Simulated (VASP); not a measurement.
```
Dy
1.0
    3.56599     0.00000     0.00000
   -1.78299     3.08824     0.00000
    0.00000     0.00000     5.46212
Dy
2
Direct
  0.33333   0.66667   0.25000
  0.66667   0.33333   0.75000
```

Calculation: PBE GGA, VASP's PBE PAW potentials (set 64) (plane waves; VASP). Settings: 300 eV cut-off, 7×7×4 Γ-centred mesh, Gaussian smearing of 0.27 eV, potentials Dy.

At this cut-off the stress carries a Pulay error, which pulls relaxed volumes low. The run has a spin-polarised start.

Give the stress tensor in GPa (positive for a compressed cell).

```
1.95  0.00  0.00
0.00  1.95  0.00
0.00  0.00  5.19
```
The pressure is its mean diagonal, 3.03 GPa.

The structure comes from a computed database's Dy entry; how it stands against other phases isn't given here. The cell was not relaxed at this level.
